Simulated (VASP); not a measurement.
Output of a VASP run:

OSZICAR:
```
       N       E                     dE             d eps       ncg     rms          rms(c)
DAV:   1     0.155895704289E+03    0.15590E+03   -0.10904E+04  1520   0.133E+03
DAV:   2    -0.679876248317E+01   -0.16269E+03   -0.15891E+03  1532   0.290E+02
DAV:   3    -0.145373532851E+02   -0.77386E+01   -0.75962E+01  1708   0.836E+01
DAV:   4    -0.146934893217E+02   -0.15614E+00   -0.15583E+00  1656   0.111E+01
DAV:   5    -0.146981839713E+02   -0.46946E-02   -0.46937E-02  1861   0.201E+00    0.770E+00
DAV:   6    -0.145618052942E+02    0.13638E+00   -0.23104E+00  1640   0.275E+01    0.427E+00
DAV:   7    -0.144151251775E+02    0.14668E+00   -0.17007E+00  1655   0.261E+01    0.412E+00
DAV:   8    -0.143400687820E+02    0.75056E-01   -0.62161E-01  1753   0.121E+01    0.499E-01
DAV:   9    -0.143402336438E+02   -0.16486E-03   -0.24611E-02  1774   0.158E+00    0.283E-01
DAV:  10    -0.143427441138E+02   -0.25105E-02   -0.51772E-03  2151   0.117E+00    0.132E-01
DAV:  11    -0.143429510929E+02   -0.20698E-03   -0.16214E-03  1712   0.525E-01    0.586E-02
DAV:  12    -0.143429936980E+02   -0.42605E-04   -0.18161E-04  1785   0.161E-01    0.216E-02
DAV:  13    -0.143429950661E+02   -0.13681E-05   -0.33913E-05  1684   0.653E-02    0.852E-03
DAV:  14    -0.143429950562E+02    0.99044E-08   -0.28907E-06  1223   0.220E-02
   1 F= -.14342995E+02 E0= -.14343674E+02  d E =0.203650E-02
```

OUTCAR:
```
------------------------ aborting loop because EDIFF is reached ----------------------------------------
  FORCE on cell =-STRESS in cart. coord.  units (eV):
  Direction    XX          YY          ZZ          XY          YZ          ZX
  --------------------------------------------------------------------------------------
  Total       -3.3403741     -3.3403752     -2.9266999     -0.0000000      0.0000000      0.0000000
  in kB      -73.4974055    -73.4974295    -64.3954355     -0.0000000      0.0000000      0.0000000
  external PRESSURE =     -70.4634235 kB  Pullay stress =       0.0000000 kB
  volume of cell :       72.82
      direct lattice vectors                 reciprocal lattice vectors
     2.004300000 -3.471550000  0.000000000     0.249463653 -0.144027884  0.000000000
     2.004300000  3.471550000  0.000000000     0.249463653  0.144027884  0.000000000
     0.000000000  0.000000000  5.232600000     0.000000000  0.000000000  0.191109582
 POSITION                                       TOTAL-FORCE (eV/Angst)
 -----------------------------------------------------------------------------------
      0.00000      0.00000      2.61630        -0.000000     -0.000000      0.000000
      0.00000      0.00000      0.00000         0.000000     -0.000000      0.000000
      2.00430      1.15719      1.30815         0.000000      0.000000      0.000000
      2.00430     -1.15719      3.92445        -0.000000     -0.000000      0.000000
 -----------------------------------------------------------------------------------
    total drift:                                0.000000      0.000000      0.000000
  FREE ENERGIE OF THE ION-ELECTRON SYSTEM (eV)
  ---------------------------------------------------
  free  energy   TOTEN  =       -14.3429950562 eV

  energy  without entropy=      -14.3450315525  energy(sigma->0) =      -14.34367389

 total charge

# of ion       s       p       d       tot
------------------------------------------
    1        0.399   0.394   8.693   9.486
    2        0.399   0.394   8.693   9.486
    3        1.149   1.163   0.058   2.370
    4        1.149   1.163   0.058   2.370
--------------------------------------------------
tot          3.096   3.115  17.502  23.713
```
(Selected blocks of OUTCAR.)

File POSCAR:
```
NiSb
1
    2.0043000000    -3.4715500000     0.0000000000
    2.0043000000     3.4715500000     0.0000000000
    0.0000000000     0.0000000000     5.2326000000
Ni Sb
2 2
Direct
  0.0000000000   0.0000000000   0.5000000000
  0.0000000000   0.0000000000   0.0000000000
  0.3333330000   0.6666670000   0.2500000000
  0.6666670000   0.3333330000   0.7500000000
```

Task: Write an INCAR and KPOINTS that could have produced this output.

Result: Several could match; the one computed here: the input of the run itself, PBE GGA + U (Dudarev), plane waves, VASP's PBE PAW potentials (set 64).

**INCAR**
```
SYSTEM = NiSb
PREC = Accurate
ENCUT = 400
EDIFF = 1E-6
NELM = 100
ALGO = Normal
LREAL = .FALSE.
LASPH = .TRUE.
ISMEAR = 1
SIGMA = 0.1
GGA = PE
LMAXMIX = 4
LWAVE = .FALSE.
LCHARG = .FALSE.
ISIF = 2
LDAU = .TRUE.
LDAUTYPE = 2
LDAUL = 2 -1
LDAUU = 5.0 0
LDAUJ = 0 0
LDAUPRINT = 1
LORBIT = 10
```

File KPOINTS:
```
Regular mesh
0
G
 8 8 6
0 0 0
```

POTCAR, in this order: Ni Sb (PBE.64 set). Program: vasp_std.

The compound is NiSb in the NiAs type structure. The cell was not relaxed at this level. The run is one of a series of settings (LDAU = .TRUE., LDAUJ = 0 0, LDAUL = 2 -1, LDAUTYPE = 2, LDAUU = 5.0 0 against the base run), some of them coarse on purpose. The run is not spin-polarised, so no magnetic state was tried.
